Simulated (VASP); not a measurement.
Al7InAs8:

```xyz
16
Lattice="5.7077 -5.7077 0.0000 5.7077 0.0000 5.7077 0.0000 -5.7077 5.7077" Properties=species:S:1:pos:R:3 pbc="T T T"
In    2.8538   -2.8538    0.0000
Al    2.8538   -5.7077    2.8538
Al    5.7077   -2.8538    2.8538
Al    5.7077   -5.7077    5.7077
Al    0.0000    0.0000    0.0000
Al    0.0000   -2.8538    2.8538
Al    2.8538    0.0000    2.8538
Al    2.8538   -2.8538    5.7077
As    4.2808   -7.1346    7.1346
As    4.2808   -4.2808    4.2808
As    7.1346   -7.1346    9.9885
As    7.1346   -4.2808    7.1346
As    7.1346   -9.9885    7.1346
As    7.1346   -7.1346    4.2808
As    9.9885   -9.9885    9.9885
As    9.9885   -7.1346    7.1346
```

The cell was built by a generator and needn't be a form met in nature.

```yaml
Program: VASP 6.6.1
Task: relaxation of cell and atoms
Functional: PBEsol
Potentials_or_basis: VASP PAW PBE potentials, release 64 (In_d, Al, As)
Cutoff: 600 eV
k_mesh: 6 × 6 × 6
Occupations: gaussian, width 0.03 eV
Spin: no spin polarisation
```

At the start: pressure 1.2 GPa; volume 23.24 Å³/atom.

**Question.** How do energy, volume and symmetry change on relaxing?

**Answer.** Over 7 steps the energy falls by 19.3 meV/atom and the volume is 23.53 Å³/atom (+1.2 %); space group F-43m (No. 216, to 0.05 Å).

The path:
```csv
step,energy change (eV),largest force (eV/Å),pressure (GPa),volume (Å³)
1,0.0000,1.4924,1.25,371.89
2,-0.2689,0.3644,-0.88,381.71
3,-0.2720,0.2474,-1.11,382.94
4,-0.3058,0.0802,0.25,375.13
5,-0.3066,0.0780,0.07,376.12
6,-0.3080,0.0309,0.02,376.33
7,-0.3082,0.0092,-0.01,376.46
```

Final structure:
```cif
data_structure
_symmetry_space_group_name_H-M 'P 1'
_symmetry_Int_Tables_number 1
_cell_length_a 8.1049
_cell_length_b 8.1049
_cell_length_c 8.1049
_cell_angle_alpha 60.000
_cell_angle_beta 60.000
_cell_angle_gamma 60.000
_cell_volume 376.46
loop_
_atom_site_label
_atom_site_type_symbol
_atom_site_fract_x
_atom_site_fract_y
_atom_site_fract_z
_atom_site_occupancy
In1 In 0.50000 0.00000 0.00000 1
Al1 Al 0.50042 0.00042 0.49958 1
Al2 Al 0.50042 0.49958 0.00042 1
Al3 Al 0.50042 0.49958 0.49958 1
Al4 Al 0.99958 0.00042 0.00042 1
Al5 Al 0.99958 0.00042 0.49958 1
Al6 Al 0.99958 0.49958 0.00042 1
Al7 Al 0.00000 0.50000 0.50000 1
As1 As 0.36972 0.39083 0.86972 1
As2 As 0.37507 0.37498 0.37498 1
As3 As 0.36972 0.86972 0.86972 1
As4 As 0.36972 0.86972 0.39083 1
As5 As 0.87498 0.37498 0.87507 1
As6 As 0.87498 0.37498 0.37498 1
As7 As 0.89083 0.86972 0.86972 1
As8 As 0.87498 0.87507 0.37498 1
```

Caveat: the PAW data sets were made with another functional, which shifts forces and pressure a little.
